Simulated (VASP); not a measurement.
These are PBE GGA, VASP's PBE PAW potentials (set 64) (plane waves; VASP) values and carry that method's errors.

Input for VASP

### INCAR
```
SYSTEM = Rh
PREC = Accurate
ENCUT = 500
EDIFF = 1E-6
NELM = 100
ALGO = Normal
LREAL = .FALSE.
LASPH = .TRUE.
ISMEAR = 1
SIGMA = 0.1
GGA = PE
LMAXMIX = 4
LWAVE = .FALSE.
LCHARG = .FALSE.
IBRION = 2
ISIF = 3
NSW = 40
EDIFFG = -0.02
```

File POSCAR:
```
Rh
1
    0.0000000000     1.9115416093     1.9115416093
    1.9115416093     0.0000000000     1.9115416093
    1.9115416093     1.9115416093     0.0000000000
Rh
1
Direct
  0.0000000000   0.0000000000   0.0000000000
```

### KPOINTS
```
Automatic mesh
0
Gamma
16 16 16
0 0 0
```

POTCAR, in this order: Rh_pv (PBE.64 set). Program: vasp_std.

Output of the run:

### OUTCAR
```
 ion  position               nearest neighbor table
   1  0.000  0.000  0.000-
  LATTYP: Found a face centered cubic cell.
 ALAT       =     3.8230832186
 Subroutine PRICEL returns:
 Original cell was already a primitive cell.
 Subroutine GETGRP returns: Found 48 space group operations
The static configuration has the point symmetry O_h .
The dynamic configuration has the point symmetry O_h .
 Subroutine INISYM returns: Found 48 space group operations
 Subroutine IBZKPT returns following result:
 Found    145 irreducible k-points:

 Following reciprocal coordinates:
            Coordinates               Weight
  0.000000  0.000000  0.000000      1.000000
  0.062500  0.000000  0.000000      8.000000
  0.125000  0.000000  0.000000      8.000000
  0.187500  0.000000  0.000000      8.000000
  0.250000  0.000000  0.000000      8.000000
  0.312500  0.000000  0.000000      8.000000
  0.375000  0.000000  0.000000      8.000000
  0.437500  0.000000  0.000000      8.000000
  0.500000  0.000000  0.000000      4.000000
  0.062500  0.062500  0.000000      6.000000
  0.125000  0.062500  0.000000     24.000000
  0.187500  0.062500  0.000000     24.000000
  0.250000  0.062500  0.000000     24.000000
  0.312500  0.062500  0.000000     24.000000
  0.375000  0.062500  0.000000     24.000000
  0.437500  0.062500  0.000000     24.000000
  0.500000  0.062500  0.000000     24.000000
 -0.437500  0.062500  0.000000     24.000000
 -0.375000  0.062500  0.000000     24.000000
 -0.312500  0.062500  0.000000     24.000000
 -0.250000  0.062500  0.000000     24.000000
 -0.187500  0.062500  0.000000     24.000000
 -0.125000  0.062500  0.000000     24.000000
 -0.062500  0.062500  0.000000     12.000000
  0.125000  0.125000  0.000000      6.000000
  0.187500  0.125000  0.000000     24.000000
  0.250000  0.125000  0.000000     24.000000
  0.312500  0.125000  0.000000     24.000000
  0.375000  0.125000  0.000000     24.000000
  0.437500  0.125000  0.000000     24.000000
  0.500000  0.125000  0.000000     24.000000
 -0.437500  0.125000  0.000000     24.000000
 -0.375000  0.125000  0.000000     24.000000
 -0.312500  0.125000  0.000000     24.000000
 -0.250000  0.125000  0.000000     24.000000
 -0.187500  0.125000  0.000000     24.000000
 -0.125000  0.125000  0.000000     12.000000
  0.187500  0.187500  0.000000      6.000000
  0.250000  0.187500  0.000000     24.000000
  0.312500  0.187500  0.000000     24.000000
   k-points           NKPTS =    145   k-points in BZ     NKDIM =    145   number of bands    NBANDS=     11
   number of dos      NEDOS =    301   number of ions     NIONS =      1
   total plane-waves  NPLWV =   8000
   dimension x,y,z NGX =    20 NGY =   20 NGZ =   20
   dimension x,y,z NGXF=    40 NGYF=   40 NGZF=   40
   ions per type =               1
   PREC   = accura    normal or accurate (medium, high low for compatibility)
   ISTART =      0    job   : 0-new  1-cont  2-samecut
   ICHARG =      2    charge: 1-file 2-atom 10-const
   ISPIN  =      1    spin polarized calculation?
   LNONCOLLINEAR =      F non collinear calculations
   LSORBIT =      F    spin-orbit coupling
   INIWAV =      1    electr: 0-lowe 1-rand  2-diag
   ENCUT  =  500.0 eV  36.75 Ry    6.06 a.u.   4.93  4.93  4.93*2*pi/ulx,y,z
   NELM   =    100;   NELMIN=  2; NELMDL= -5     # of ELM steps
   EDIFF  = 0.1E-05   stopping-criterion for ELM
   LREAL  =      F    real-space projection
   NLSPLINE    = F    spline interpolate recip. space projectors
   LMAXMIX     =    4 max onsite mixed and CHGCAR
   VOSKOWN=      0    Vosko Wilk Nusair interpolation
...
```

OSZICAR:
```
       N       E                     dE             d eps       ncg     rms          rms(c)
DAV:   1     0.111076395507E+03    0.11108E+03   -0.92127E+03  3212   0.142E+03
DAV:   2    -0.629984922933E+01   -0.11738E+03   -0.11221E+03  3307   0.378E+02
DAV:   3    -0.774799154209E+01   -0.14481E+01   -0.14399E+01  3667   0.480E+01
DAV:   4    -0.775649637918E+01   -0.85048E-02   -0.85041E-02  3518   0.382E+00
DAV:   5    -0.775662756862E+01   -0.13119E-03   -0.13119E-03  3619   0.445E-01    0.974E+00
DAV:   6    -0.727625826741E+01    0.48037E+00   -0.11653E+00  3316   0.159E+01    0.337E+00
DAV:   7    -0.726078592484E+01    0.15472E-01   -0.20095E-02  3556   0.181E+00    0.165E+00
DAV:   8    -0.725735716839E+01    0.34288E-02   -0.33156E-03  3304   0.915E-01    0.174E-01
DAV:   9    -0.725724796702E+01    0.10920E-03   -0.93401E-05  3706   0.159E-01    0.160E-02
DAV:  10    -0.725725184836E+01   -0.38813E-05   -0.35142E-06  3448   0.275E-02    0.231E-03
DAV:  11    -0.725725185936E+01   -0.10999E-07   -0.24874E-07  1856   0.729E-03
   1 F= -.72572519E+01 E0= -.72571630E+01  d E =-.725725E+01
       N       E                     dE             d eps       ncg     rms          rms(c)
DAV:   1    -0.736516136478E+01   -0.10791E+00   -0.16089E+00  3325   0.211E+01    0.225E+00
DAV:   2    -0.725602624143E+01    0.10914E+00   -0.27384E-01  3295   0.787E+00    0.467E-01
DAV:   3    -0.725552741704E+01    0.49882E-03   -0.26654E-03  3394   0.680E-01    0.271E-01
DAV:   4    -0.725575827406E+01   -0.23086E-03   -0.74540E-04  3433   0.379E-01    0.183E-02
DAV:   5    -0.725576426686E+01   -0.59928E-05   -0.15590E-05  3639   0.574E-02    0.123E-02
DAV:   6    -0.725576495867E+01   -0.69180E-06   -0.10902E-06  2571   0.160E-02
   2 F= -.72557650E+01 E0= -.72556743E+01  d E =0.148690E-02
       N       E                     dE             d eps       ncg     rms          rms(c)
DAV:   1    -0.730996805385E+01   -0.54204E-01   -0.75908E-01  3331   0.144E+01    0.164E+00
DAV:   2    -0.725767889814E+01    0.52289E-01   -0.13074E-01  3292   0.546E+00    0.262E-01
DAV:   3    -0.725746484496E+01    0.21405E-03   -0.12177E-03  3418   0.462E-01    0.160E-01
DAV:   4    -0.725763348298E+01   -0.16864E-03   -0.37065E-04  3421   0.265E-01    0.116E-02
DAV:   5    -0.725763089013E+01    0.25929E-05   -0.52900E-06  3569   0.329E-02    0.727E-03
DAV:   6    -0.725762636206E+01    0.45281E-05   -0.60829E-07  2124   0.120E-02    0.545E-04
DAV:   7    -0.725762647054E+01   -0.10848E-06   -0.22686E-08  1658   0.235E-03
   3 F= -.72576265E+01 E0= -.72575371E+01  d E =-.374611E-03
```

### OUTCAR
```
------------------------ aborting loop because EDIFF is reached ----------------------------------------
  FORCE on cell =-STRESS in cart. coord.  units (eV):
  Direction    XX          YY          ZZ          XY          YZ          ZX
  --------------------------------------------------------------------------------------
  Total        0.0004664      0.0004664      0.0004664      0.0000000     -0.0000000      0.0000000
  in kB        0.0531874      0.0531874      0.0531874      0.0000000     -0.0000000      0.0000000
  external PRESSURE =       0.0531874 kB  Pullay stress =       0.0000000 kB
  volume of cell :       14.05
      direct lattice vectors                 reciprocal lattice vectors
    -0.000000000  1.915235791  1.915235791    -0.261064461  0.261064461  0.261064461
     1.915235791 -0.000000000  1.915235791     0.261064461 -0.261064461  0.261064461
     1.915235791  1.915235791 -0.000000000     0.261064461  0.261064461 -0.261064461
 POSITION                                       TOTAL-FORCE (eV/Angst)
 -----------------------------------------------------------------------------------
      0.00000      0.00000      0.00000        -0.000000      0.000000     -0.000000
 -----------------------------------------------------------------------------------
    total drift:                               -0.000000     -0.000000     -0.000000
  FREE ENERGIE OF THE ION-ELECTRON SYSTEM (eV)
  ---------------------------------------------------
  free  energy   TOTEN  =        -7.2576264705 eV

  energy  without entropy=       -7.2573583702  energy(sigma->0) =       -7.25753710

 reached required accuracy - stopping structural energy minimisation
```
(Selected blocks of OUTCAR.)

### CONTCAR
```
Rh
   1.00000000000000
    -0.0000000000000000    1.9152357910733078    1.9152357910733078
     1.9152357910733078   -0.0000000000000000    1.9152357910733078
     1.9152357910733078    1.9152357910733078   -0.0000000000000000
  Rh
     1
Direct
     0.0000000000000000    0.0000000000000000    0.0000000000000000
```

The compound is Rh in the fcc structure. This run relaxes it. Symmetry was kept, so distortions that lower it aren't found.
